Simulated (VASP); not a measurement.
A convergence study with VASP on SnO (litharge): one setting is varied, all else stays as given below, so the limit is that of these other settings.

```
CELL_PARAMETERS angstrom
      3.80000     0.00000     0.00000
      0.00000     3.80000     0.00000
      0.00000     0.00000     4.84000
ATOMIC_POSITIONS crystal
  Sn 0.50000 0.00000 0.76200
  Sn 0.00000 0.50000 0.23800
  O  0.50000 0.50000 0.00000
  O  0.00000 0.00000 0.00000
```

Level of theory: PBE GGA, VASP's PBE PAW potentials (set 64) (plane waves; VASP 6.6.1). The tightest run used: 700 eV cut-off, 15×15×11 Γ-centred mesh, Gaussian smearing of 0.050 eV, potentials Sn_d O.

The reference is 15×15×11 mesh, which took about 10 core-minutes. The timings are rough (shared machines, no repeats); factors under 2 mean little.

### Question
Of the settings 1×1×1 mesh; 2×2×1 mesh; 3×3×2 mesh; 4×4×3 mesh; 5×5×4 mesh; 6×6×4 mesh; 7×7×5 mesh; 8×8×6 mesh; 9×9×6 mesh; 10×10×7 mesh; 11×11×8 mesh; 12×12×9 mesh; 13×13×9 mesh; 14×14×10 mesh; 15×15×11 mesh, which is the lowest that keeps the difference from the reference in E (eV/atom) within 0.001 from there on, and what does it cost?

### Answer
5×5×4 mesh; its cost over the reference is about 1/7.
```csv
setting,difference in E (eV/atom),cost over the reference
1×1×1 mesh,1.0155,about 1/40
2×2×1 mesh,0.0138,about 1/20
3×3×2 mesh,0.0015,about 1/10
4×4×3 mesh,0.0021,about 1/8
5×5×4 mesh,0.0005,about 1/7
6×6×4 mesh,0.0001,about 1/4
7×7×5 mesh,0.0000,about 1/6
8×8×6 mesh,0.0000,about 1/3
9×9×6 mesh,0.0000,about 1/3
10×10×7 mesh,0.0000,about 1/2
11×11×8 mesh,0.0000,within a factor of 2
12×12×9 mesh,0.0000,within a factor of 2
13×13×9 mesh,0.0000,within a factor of 2
14×14×10 mesh,0.0000,within a factor of 2
15×15×11 mesh,0.0000,reference
```

Left out are rungs that failed or repeat a setting and relaxations that didn't move; long series are thinned to 24 rows.

The compound is SnO in the litharge structure. The cell was not relaxed at this level, forces remain on its atoms.
